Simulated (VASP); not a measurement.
The input files of a VASP run:

**KPOINTS**
```
K-points
0
gamma
 8 8 6
0 0 0
```

INCAR:
```
# general
SYSTEM  = PtS2
PREC    = Accurate
ENCUT   = 520
LREAL   = F
LASPH   = T

# electronic loop
EDIFF   = 1E-7
NELM    = 100
ALGO    = Normal
LMAXMIX = 6

# smearing
ISMEAR  = -5

# functional
GGA     = PE
IVDW    = 12

# ions
ISIF    = 2

# output
LWAVE   = F
LCHARG  = T
LORBIT  = 11
NEDOS   = 601

# other
LEFG    = T
```

File POSCAR:
```
PtS2
1
    1.7903048155    -3.1008989743     0.0000000000
    1.7903048155     3.1008989743     0.0000000000
    0.0000000000     0.0000000000     4.6608725386
Pt S
1 2
Direct
  0.0000000000   0.0000000000   0.0000000000
  0.3333330000   0.6666670000   0.2585962219
  0.6666670000   0.3333330000   0.7414037781
```

POTCAR, in this order: Pt S (PBE.64 set). Program: vasp_std.

Q: Write an equivalent input for Ansatz.

A: One equivalent input (not run):
Ansatz 0.2 input:
```yaml
crystal:
  lattice:
    - [1.7903048, -3.1008990, 0.0000000]
    - [1.7903048, 3.1008990, 0.0000000]
    - [0.0000000, 0.0000000, 4.6608725]
  atoms:
    - { symbol: Pt, position: [0.0000000, 0.0000000, 0.0000000] }
    - { symbol: S, position: [0.3333330, 0.6666670, 0.2585962] }
    - { symbol: S, position: [0.6666670, 0.3333330, 0.7414038] }
kpoints:
  mp_grid: { grid: [8, 8, 6] }
hamiltonian:
  xc: pbe
  dispersion: d3bj
  pseudopotentials: { kind: paw }
scf:
  occupations: { method: tetrahedron }
  max_iter: 100
output: { forces: true, stress: true, eigenvalues: true }
```
Limits of the translation: each code has its own PAW files, so the cut-off isn't converted (ENCUT is set for VASP's; basis.ecutwfc is left out, and Ansatz then takes the one that its files recommend); Ansatz stops its SCF on the density residual and VASP on the energy change (EDIFF); the field gradients of LEFG aren't asked of the other code.

The compound is PtS2 in the 1T layered structure. It was relaxed first, which changed the volume by -5 %.
